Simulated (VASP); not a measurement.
An input for Ansatz (written as the equivalent of a VASP run, and not itself run):

Ansatz 0.2 input:
```yaml
crystal:
  lattice:
    - [2.3374386, -4.0485628, 0.0000000]
    - [2.3374386, 4.0485628, 0.0000000]
    - [0.0000000, 0.0000000, 7.6357040]
  atoms:
    - { symbol: Ag, position: [0.6666670, 0.3333330, 0.5001138] }
    - { symbol: Ag, position: [0.3333330, 0.6666670, 0.0001138] }
    - { symbol: I, position: [0.6666670, 0.3333330, 0.8748862] }
    - { symbol: I, position: [0.3333330, 0.6666670, 0.3748862] }
kpoints:
  mp_grid: { grid: [6, 6, 4] }
hamiltonian:
  xc: pbe
  pseudopotentials: { kind: paw }
scf:
  occupations: { method: gaussian, width: 0.05 }
  max_iter: 100
output: { forces: true, stress: true, eigenvalues: true }
```

Q: Translate this input to VASP (INCAR, KPOINTS, POSCAR, choice of POTCAR).

A: Several could match; the one computed here: 
File POSCAR:
```
AgI
1.0
  2.3374385631  -4.0485627696   0.0000000000
  2.3374385631   4.0485627696   0.0000000000
  0.0000000000   0.0000000000   7.6357040288
Ag I
2 2
Cartesian
  2.3374385631  -1.3495236222   3.8187212461
  2.3374385631   1.3495236222   0.0008692317
  2.3374385631  -1.3495236222   6.6803717935
  2.3374385631   1.3495236222   2.8625197791
```

INCAR:
```
SYSTEM = AgI
PREC = Accurate
ENCUT = 480
EDIFF = 1E-7
NELM = 100
ALGO = Normal
LREAL = .FALSE.
LASPH = .TRUE.
ISMEAR = 0
SIGMA = 0.05
GGA = PE
LMAXMIX = 4
LWAVE = .FALSE.
LCHARG = .FALSE.
ISIF = 2
```

**KPOINTS**
```
Automatic mesh
0
G
  6 6 4
```

POTCAR, in this order: Ag I (PBE.64 set). Program: vasp_std.

What does not carry over: each code has its own PAW files, so the cut-off isn't converted (ENCUT is set for VASP's; basis.ecutwfc is left out, and Ansatz then takes the one that its files recommend); Ansatz stops its SCF on the density residual and VASP on the energy change (EDIFF).

The compound is AgI in the wurtzite structure. It was relaxed first, which changed the volume by +5 %.
